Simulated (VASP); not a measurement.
Ti (hcp) is relaxed at rising pressure, each step from the one before. Symmetry mostly holds the structure type, and other phases were not tried. The mesh follows the cell, and a change of mesh leaves a small step in the series.

Given:

```
Ti
1.0
    1.43226    -2.48075     0.00000
    1.43226     2.48075     0.00000
    0.00000     0.00000     4.52182
Ti
2
Direct
  0.33333   0.66667   0.25000
  0.66667   0.33333   0.75000
```

All values below come from LDA (Ceperley-Alder, Perdew-Zunger), VASP's LDA PAW potentials (set 64) (plane waves; VASP). Settings: 500 eV cut-off, 15×15×8 Γ-centred mesh, first-order Methfessel-Paxton smearing of 0.10 eV, potentials Ti_sv.

```csv
P (GPa),V (Å³/atom),H − H(0) (eV/atom),space group,gap on the mesh (eV),k-mesh
0,16.07,0.000,P6_3/mmc,0.00,15×15×8
5,15.48,0.493,P6_3/mmc,0.00,15×15×8
10,14.99,0.968,P6_3/mmc,0.00,15×15×8
20,___,___,P6_3/mmc,0.00,15×15×8
30,___,___,P6_3/mmc,0.00,16×16×9
45,12.62,3.958,P6_3/mmc,0.00,16×16×9
```

### Question
Complete the blanks.

### Answer

- 30, V (Å³/atom): 13.46
- 30, H − H(0) (eV/atom): 2.738
- 20, V (Å³/atom): 14.14
- 20, H − H(0) (eV/atom): 1.876

Pressures at which the relaxation failed are left out.

The compound is Ti in the hcp structure.
